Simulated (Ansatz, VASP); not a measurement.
**Ba2Tl5V3O12 in VASP and in Ansatz**

Contents of INCAR:

```
SYSTEM = Ba2Tl5V3O12
PREC = Accurate ; ENCUT = 520
EDIFF = 1E-7 ; ISMEAR = -1
SIGMA = 0.05 ; LREAL = .FALSE.
LASPH = .TRUE. ; NELM = 120
ALGO = Normal ; ISIF = 2
LWAVE = .FALSE. ; LCHARG = .FALSE.
ISPIN = 2 ; MAGMOM = 0 0 2 2 2 0 0 0 0 0 0 0 0 0 0 0 0 0 0 0 0 0
LORBIT = 11 ; LMAXMIX = 4
GGA = PE ; NBANDS = 119
KPAR = 4
```

File KPOINTS:

```
regular mesh
0
G
  4 4 4
  0 0 0
```

Contents of POSCAR:

```
Ba2Tl5V3O12
1.0
    4.2650402880      2.4624206046      6.1689866133
   -4.2650402880      2.4624206046      6.1689866133
    0.0000000000     -4.9248412092      6.1689866133
Ba V Tl O
2 3 5 12
Direct
    0.5000000000      0.5000000000      0.5000000000
    0.0000000000      0.0000000000      0.0000000000
    0.5000000000      0.5000000000      0.0000000000
    0.0000000000      0.5000000000      0.5000000000
    0.5000000000      0.0000000000      0.5000000000
    0.0000000000      0.0000000000      0.5000000000
    0.5000000000      0.0000000000      0.0000000000
    0.0000000000      0.5000000000      0.0000000000
    0.7404500000      0.7404500000      0.7404500000
    0.2595500000      0.2595500000      0.2595500000
    0.7165200000      0.0808900000      0.4124200000
    0.4124200000      0.7165200000      0.0808900000
    0.0808900000      0.4124200000      0.7165200000
    0.5875700000      0.9191100000      0.2834800000
    0.9191100000      0.2834800000      0.5875700000
    0.2834800000      0.5875700000      0.9191100000
    0.2834800000      0.9191100000      0.5875700000
    0.5875700000      0.2834800000      0.9191100000
    0.9191100000      0.5875700000      0.2834800000
    0.4124200000      0.0808900000      0.7165200000
    0.0808900000      0.7165200000      0.4124200000
    0.7165200000      0.4124200000      0.0808900000
```

input.yaml

```yaml
crystal:
  lattice:
    - [4.265040288, 2.4624206046, 6.1689866133]
    - [-4.265040288, 2.4624206046, 6.1689866133]
    - [0.0, -4.9248412092, 6.1689866133]
  atoms:
    - { symbol: Ba, position: [0.5, 0.5, 0.5] }
    - { symbol: Ba, position: [0.0, 0.0, 0.0] }
    - { symbol: V, position: [0.5, 0.5, 0.0], spin: 2.0 }
    - { symbol: V, position: [0.0, 0.5, 0.5], spin: 2.0 }
    - { symbol: V, position: [0.5, 0.0, 0.5], spin: 2.0 }
    - { symbol: Tl, position: [0.0, 0.0, 0.5] }
    - { symbol: Tl, position: [0.5, 0.0, 0.0] }
    - { symbol: Tl, position: [0.0, 0.5, 0.0] }
    - { symbol: Tl, position: [0.74045, 0.74045, 0.74045] }
    - { symbol: Tl, position: [0.25955, 0.25955, 0.25955] }
    - { symbol: O, position: [0.71652, 0.08089, 0.41242] }
    - { symbol: O, position: [0.41242, 0.71652, 0.08089] }
    - { symbol: O, position: [0.08089, 0.41242, 0.71652] }
    - { symbol: O, position: [0.58757, 0.91911, 0.28348] }
    - { symbol: O, position: [0.91911, 0.28348, 0.58757] }
    - { symbol: O, position: [0.28348, 0.58757, 0.91911] }
    - { symbol: O, position: [0.28348, 0.91911, 0.58757] }
    - { symbol: O, position: [0.58757, 0.28348, 0.91911] }
    - { symbol: O, position: [0.91911, 0.58757, 0.28348] }
    - { symbol: O, position: [0.41242, 0.08089, 0.71652] }
    - { symbol: O, position: [0.08089, 0.71652, 0.41242] }
    - { symbol: O, position: [0.71652, 0.41242, 0.08089] }
hamiltonian:
  xc: pbe
  pseudopotentials: { kind: paw }
magnetization:
  spin_polarized: true
kpoints:
  mp_grid: { grid: [4, 4, 4] }
scf:
  occupations: { method: fermi_dirac, width: 0.05 }
output:
  forces: true
  stress: true
  eigenvalues: true
```

Change from the starting cell: volume scaled by 1.02.

Alike in both runs: task single point; functional PBE; k mesh 4 × 4 × 4; occupations fermi-dirac, width 0.05 eV; collinear spin, ferromagnetic start.

```csv
,VASP,Ansatz
version,VASP 6.6.1,Ansatz 0.2.0
potentials or method,"VASP PAW PBE potentials, release 64 (Ba_sv, V_sv, Tl_d, O)",Ansatz PAW
plane-wave cutoff (eV),520,420
valence electrons in the cell,196,196
```

Ansatz gave:

| Property | Result |
| --- | --- |
| gap on the k mesh at the Fermi level (eV) | none |
| pressure (GPa) | -1.8 |
| largest component of the traceless stress (GPa) | 0.42 |
| rms of the force components (eV/Å) | 0.117 |
| net moment per atom (μB) | 0.05 |
| size of the moment on the site where the two differ most (μB) | 0.24 |

Q: Estimate VASP's values.

A: gap on the k mesh at the Fermi level (eV): none; pressure (GPa): -1.4; largest component of the traceless stress (GPa): 0.28; rms of the force components (eV/Å): 0.083; net moment per atom (μB): 0.05; size of the moment on the site where the two differ most (μB): 0.35.

Site moments also hang on the region over which each program counts them. Atom by atom the forces differ by 0.035 eV/Å (rms over components). A gap of «none» marks a metal or a gap that the smearing closes. With one functional, cell and mesh, what is left measures potentials, basis and numerics.

Caveats: semilocal functionals often make such compounds metallic where correlation or magnetic order opens a gap, which also shifts bond lengths; the pressure holds a Pulay correction of +0.4 GPa for the finite cutoff (Ansatz). Spin-orbit coupling is left out, which matters for the levels of Ba, Tl.
